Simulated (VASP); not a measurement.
The system is Sn3O.

```xyz
4
Lattice="-3.4490 3.4490 3.4490 3.4490 -3.4490 3.4490 3.4490 3.4490 -3.4490" Properties=species:S:1:pos:R:3 pbc="T T T"
Sn    3.4490    0.0000    0.0000
Sn    0.0000    3.4490    0.0000
Sn    0.0000    0.0000    3.4490
O     0.0000    0.0000    0.0000
```

The cell was built by a generator and needn't be a form met in nature.

The cell isn't the ideal one: random cell by space group and Wyckoff sites (Im-3m, No. 229).

| Quantity | Value |
| --- | --- |
| Program | VASP 6.6.1 |
| Task | relaxation of cell and atoms |
| Functional | PBE |
| Potentials or basis | VASP PAW PBE potentials, release 64 (Sn_d, O) |
| Cutoff | 600 eV |
| k mesh | 4 × 4 × 4 |
| Occupations | gaussian, width 0.1 eV |
| Spin | no spin polarisation |

At the start: pressure -8.3 GPa; volume 41.03 Å³/atom.

Problem. How do energy, volume and symmetry change on relaxing?

Solution. Over 6 steps the energy falls by 807.3 meV/atom and the volume is 23.17 Å³/atom (-43.5 %); space group Im-3m (No. 229, to 0.05 Å).

Step by step:
| step | energy change (eV) | largest force (eV/Å) | pressure (GPa) | volume (Å³) |
| --- | --- | --- | --- | --- |
| 1 | 0.0000 | 0.0000 | -8.31 | 164.11 |
| 2 | -2.4396 | 0.0000 | -7.86 | 118.59 |
| 3 | -3.2067 | 0.0000 | -1.91 | 96.32 |
| 4 | -3.2255 | 0.0000 | 0.80 | 91.31 |
| 5 | -3.2291 | 0.0000 | -0.35 | 92.71 |
| 6 | -3.2291 | 0.0000 | 0.02 | 92.70 |

Final structure:
```
Sn O
1.0
    -2.85102    2.85102    2.85102
     2.85102   -2.85102    2.85102
     2.85102    2.85102   -2.85102
Sn O
3 1
Direct
  0.00000 0.50000 0.50000
  0.50000 0.00000 0.50000
  0.50000 0.50000 0.00000
  0.00000 0.00000 0.00000
```

Caveat: the volume moved by over 15 % at a fixed basis, so the end points are rough.
